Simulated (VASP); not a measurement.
Here is the system:

```
CELL_PARAMETERS angstrom
      2.09388    -3.62671     0.00000
      2.09388     3.62671     0.00000
      0.00000     0.00000     6.79563
ATOMIC_POSITIONS crystal
  Cd 0.66667 0.33333 0.49994
  Cd 0.33333 0.66667 0.99994
  S  0.66667 0.33333 0.87706
  S  0.33333 0.66667 0.37706
```

Computed with revTPSS meta-GGA, VASP's PBE PAW potentials (set 64) (plane waves; VASP). Run with 520 eV cut-off, 7×7×4 Γ-centred mesh, tetrahedra with Blöchl corrections, potentials Cd S.

The cores are frozen, which limits the accuracy of field gradients.

Task: Give the principal components of the electric field gradient (V/Å²) and the asymmetry η at each nucleus.

Result: 
```tsv
atom	Vxx	Vyy	Vzz	η
Cd1	-1.6	-1.6	3.2	0.00
Cd2	-1.6	-1.6	3.2	0.00
S3	0.2	0.2	-0.3	-
S4	0.2	0.2	-0.3	-
```

The compound is CdS in the wurtzite structure. It was relaxed first.
